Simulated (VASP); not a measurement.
Input:

```
CELL_PARAMETERS angstrom
      2.63853     0.00000     0.00000
      0.00000     2.63853     0.00000
      0.00000     0.00000     3.45836
ATOMIC_POSITIONS crystal
  Al 0.50000 0.50000 0.50000
  Ni 0.00000 0.00000 0.00000
```
Starting moments (μB, in the order of the record's atoms Al Ni): 0.0 2.0.

The numbers are results of PBEsol GGA, VASP's PBE PAW potentials (set 64) (plane waves; VASP 6.6.1), not measurements. Numerical set-up: 300 eV cut-off, 11×11×8 Γ-centred mesh, Gaussian smearing of 0.10 eV, potentials Al Ni.

Give the spin-up energies of bands 1 to 10 at the high-symmetry points, in eV from the Fermi level.

```csv
band,Γ,X,M,Z,R,A
1,-11.16,-6.40,-4.47,-8.65,-5.57,-4.00
2,-3.56,-5.88,-2.93,-7.40,-3.88,-3.88
3,-3.18,-3.20,-2.66,-3.03,-3.52,-3.88
4,-1.58,-2.77,-2.66,-1.89,-2.62,-1.40
5,-1.58,-1.76,-1.56,-1.77,-1.74,-0.57
6,-1.04,-1.43,-1.56,-1.77,-1.61,1.82
7,0.20,-0.03,-0.58,-1.02,-1.59,2.56
8,4.98,5.44,2.90,8.77,1.43,2.56
9,8.92,6.72,4.02,12.08,1.55,3.46
10,8.92,7.64,9.19,12.08,15.15,3.46
```

Give the spin-down energies of bands 1 to 10 at the high-symmetry points, in eV from the Fermi level.

```csv
band,Γ,X,M,Z,R,A
1,-11.16,-6.40,-4.47,-8.65,-5.57,-4.00
2,-3.56,-5.88,-2.93,-7.40,-3.88,-3.88
3,-3.18,-3.20,-2.66,-3.03,-3.52,-3.88
4,-1.58,-2.77,-2.66,-1.89,-2.62,-1.40
5,-1.58,-1.76,-1.56,-1.77,-1.74,-0.57
6,-1.04,-1.43,-1.56,-1.77,-1.61,1.82
7,0.20,-0.03,-0.58,-1.02,-1.59,2.56
8,4.98,5.44,2.90,8.77,1.43,2.56
9,8.92,6.72,4.02,12.08,1.55,3.46
10,8.92,7.64,9.19,12.08,15.15,3.46
```

It has no gap at this level: it comes out as a metal or semimetal.

The structure was generated: AlNi was put into an ordered model structure, which need not be its known phase. The cell was not relaxed at this level.
